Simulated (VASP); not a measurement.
Calculation: optB88-vdW, VASP's PBE PAW potentials (set 64) (plane waves; VASP 6.6.1).

VASP input:

POSCAR:
```
GdN
1
    0.0000000000     2.4900000000     2.4900000000
    2.4900000000     0.0000000000     2.4900000000
    2.4900000000     2.4900000000     0.0000000000
Gd N
1 1
Direct
  0.0000000000   0.0000000000   0.0000000000
  0.5000000000   0.5000000000   0.5000000000
```

### KPOINTS
```
Automatic mesh
0
gamma
8 8 8
```

### INCAR
```
AGGAC = 0.0
ALGO = Normal
EDIFF = 1E-6
EDIFFG = -0.01
ENCUT = 520
GGA = BO
IBRION = 2
ISIF = 3
ISMEAR = 0
LASPH = T
LCHARG = F
LMAXMIX = 6
LREAL = F
LUSE_VDW = T
LWAVE = F
NELM = 100
NSW = 60
PARAM1 = 0.1833333333
PARAM2 = 0.22
PREC = Accurate
SIGMA = 0.05
SYSTEM = GdN
```

POTCAR, in this order: Gd_3 N (PBE.64 set). Program: vasp_std.

The resulting files:

File OSZICAR:
```
       N       E                     dE             d eps       ncg     rms          rms(c)
DAV:   1     0.478819501516E+02    0.47882E+02   -0.70479E+03   638   0.119E+03
DAV:   2    -0.120832287054E+02   -0.59965E+02   -0.56662E+02   853   0.236E+02
DAV:   3    -0.150918602813E+02   -0.30086E+01   -0.29812E+01   861   0.429E+01
DAV:   4    -0.151214278125E+02   -0.29568E-01   -0.29525E-01   786   0.398E+00
DAV:   5    -0.151219650464E+02   -0.53723E-03   -0.53704E-03   859   0.425E-01    0.263E+01
DAV:   6    -0.126964666269E+02    0.24255E+01   -0.22300E+01   740   0.282E+01    0.248E+01
DAV:   7    -0.124762621135E+02    0.22020E+00   -0.17100E+00   733   0.849E+00    0.173E+01
DAV:   8    -0.124794861675E+02   -0.32241E-02   -0.15375E-01   712   0.415E+00    0.672E+00
DAV:   9    -0.124735232466E+02    0.59629E-02   -0.12453E-02   779   0.107E+00    0.390E-01
DAV:  10    -0.124738568792E+02   -0.33363E-03   -0.66238E-04   838   0.210E-01    0.389E-01
DAV:  11    -0.124738455768E+02    0.11302E-04   -0.15561E-04   793   0.892E-02    0.222E-02
DAV:  12    -0.124738476873E+02   -0.21105E-05   -0.15479E-05   799   0.290E-02    0.206E-02
DAV:  13    -0.124738471938E+02    0.49356E-06   -0.61235E-06   760   0.159E-02
   1 F= -.12473847E+02 E0= -.12473693E+02  d E =-.124738E+02
       N       E                     dE             d eps       ncg     rms          rms(c)
DAV:   1    -0.124807627251E+02   -0.69150E-02   -0.15947E-01   647   0.368E+00    0.941E-01
DAV:   2    -0.124755722751E+02    0.51905E-02   -0.27585E-02   731   0.112E+00    0.327E-01
DAV:   3    -0.124741690734E+02    0.14032E-02   -0.47970E-03   762   0.487E-01    0.334E-01
DAV:   4    -0.124736384153E+02    0.53066E-03   -0.20790E-03   744   0.414E-01    0.117E-01
DAV:   5    -0.124736360656E+02    0.23497E-05   -0.94868E-05   823   0.880E-02    0.920E-03
DAV:   6    -0.124736345638E+02    0.15018E-05   -0.59006E-06   758   0.246E-02    0.390E-03
DAV:   7    -0.124736345578E+02    0.59895E-08   -0.59913E-07   476   0.714E-03
   2 F= -.12473635E+02 E0= -.12473470E+02  d E =0.212636E-03
       N       E                     dE             d eps       ncg     rms          rms(c)
DAV:   1    -0.124764254666E+02   -0.27909E-02   -0.47800E-02   644   0.201E+00    0.515E-01
DAV:   2    -0.124748758334E+02    0.15496E-02   -0.83066E-03   733   0.612E-01    0.180E-01
DAV:   3    -0.124744598758E+02    0.41596E-03   -0.14874E-03   745   0.265E-01    0.184E-01
DAV:   4    -0.124742966657E+02    0.16321E-03   -0.63057E-04   731   0.226E-01    0.625E-02
DAV:   5    -0.124742924943E+02    0.41714E-05   -0.22407E-05   815   0.445E-02    0.835E-03
DAV:   6    -0.124742921308E+02    0.36351E-06   -0.10902E-06   520   0.998E-03
   3 F= -.12474292E+02 E0= -.12474131E+02  d E =-.444937E-03
```

OUTCAR:
```
------------------------ aborting loop because EDIFF is reached ----------------------------------------
  FORCE on cell =-STRESS in cart. coord.  units (eV):
  Direction    XX          YY          ZZ          XY          YZ          ZX
  --------------------------------------------------------------------------------------
  Total        0.0022040      0.0022040      0.0022040      0.0000000      0.0000000      0.0000000
  in kB        0.1149841      0.1149841      0.1149841      0.0000000      0.0000000      0.0000000
  external PRESSURE =       0.1149841 kB  Pullay stress =       0.0000000 kB
  volume of cell :       30.71
      direct lattice vectors                 reciprocal lattice vectors
     0.000000000  2.485538124  2.485538124    -0.201163682  0.201163682  0.201163682
     2.485538124  0.000000000  2.485538124     0.201163682 -0.201163682  0.201163682
     2.485538124  2.485538124 -0.000000000     0.201163682  0.201163682 -0.201163682
 POSITION                                       TOTAL-FORCE (eV/Angst)
 -----------------------------------------------------------------------------------
      0.00000      0.00000      0.00000         0.000000      0.000000      0.000000
      2.48554      2.48554      2.48554        -0.000000     -0.000000     -0.000000
 -----------------------------------------------------------------------------------
    total drift:                                0.000000      0.000000      0.000000
  FREE ENERGIE OF THE ION-ELECTRON SYSTEM (eV)
  ---------------------------------------------------
  free  energy   TOTEN  =       -12.4742921308 eV

  energy  without entropy=      -12.4739701220  energy(sigma->0) =      -12.47413113

 reached required accuracy - stopping structural energy minimisation
```
(Selected blocks of OUTCAR.)

File CONTCAR:
```
GdN
   1.00000000000000
     0.0000000000000000    2.4855381236827494    2.4855381236827494
     2.4855381236827494    0.0000000000000000    2.4855381236827494
     2.4855381236827494    2.4855381236827494   -0.0000000000000000
  Gd              N
     1     1
Direct
     0.0000000000000000    0.0000000000000000    0.0000000000000000
     0.5000000000000000    0.5000000000000000    0.5000000000000000
```

The 4f electrons are frozen in the core of the lanthanide potential, so 4f levels, which can set the real gap, and their magnetism are missing.

The compound is GdN in the rock salt structure. This run relaxes it. Symmetry was kept, so distortions that lower it aren't found.
